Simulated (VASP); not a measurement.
Write the native input for VASP 6.6.1 that does the following.

| Property | Result |
| --- | --- |
| Task | relaxation of the atoms |
| Functional | PBE |
| Dispersion | D3(BJ) |
| Potentials or basis | VASP PAW PBE potentials, release 64 (W_sv, Cl) |
| Cutoff | 520 eV |
| k mesh | 1 × 1 × 1 |
| Occupations | gaussian, width 0.01 eV |
| Spin | no spin polarisation |
| Further INCAR settings | ALGO = Normal; EDIFF = 1e-06; IBRION = 2; EDIFFG = -0.01; NSW = 40 |

The structure of WCl6 lies in POSCAR:

```
WCl6
1.0
   14.0000000000      0.0000000000      0.0000000000
    0.0000000000     14.3000000000      0.0000000000
    0.0000000000      0.0000000000     14.6000000000
W Cl
1 6
Direct
    0.5000000000      0.5000000000      0.5000000000
    0.6628571400      0.5000000000      0.5000000000
    0.3371428600      0.5000000000      0.5000000000
    0.5000000000      0.6594405600      0.5000000000
    0.5000000000      0.3405594400      0.5000000000
    0.5000000000      0.5000000000      0.6561643800
    0.5000000000      0.5000000000      0.3438356200
```

The input as run:

INCAR

```
SYSTEM = WCl6
PREC     = Accurate       ! precision mode
ENCUT    = 520            ! plane-wave cutoff, eV
EDIFF    = 1E-6           ! SCF threshold, eV
ISMEAR   = 0              ! smearing method
SIGMA    = 0.01           ! smearing width, eV
LREAL    = .False.        ! projectors in reciprocal space
LASPH    = .True.         ! aspherical terms in the spheres
NELM     = 60             ! most SCF steps
ALGO     = Normal         ! electronic algorithm
ISIF     = 2              ! what is computed and relaxed
LWAVE    = .False.        ! write WAVECAR
LCHARG   = .False.        ! write CHGCAR
GGA      = PE             ! functional
IVDW     = 12             ! dispersion correction
IBRION   = 2              ! ionic algorithm
NSW      = 40             ! ionic steps
EDIFFG   = -0.01          ! ionic threshold
```

KPOINTS

```
regular mesh
0
Gamma
  1 1 1
  0 0 0
```

Potentials or basis: VASP PAW PBE potentials, release 64 (W_sv, Cl).

The run is started by

```console
$ cat potpaw_PBE.64/W_sv/POTCAR potpaw_PBE.64/Cl/POTCAR > POTCAR
$ mpirun -np 1 vasp_gam > vasp.out
```

It gave:

| Quantity | Value |
| --- | --- |
| Energy gained by relaxing | 4.7 meV/atom |
| Ionic steps | 2 |
| Largest force after relaxing | 0.010 eV/Å |
| Gap between the frontier levels | 2.14 eV |
| Dispersion energy per atom | -0.068 eV |

Caveat: spin-orbit coupling is left out, which moves the levels of the heavy elements.

Run time: 5.3 min on 1 thread of AMD EPYC 9R45 (Zen 5), with other jobs on the host, peak memory 1.8 GiB.
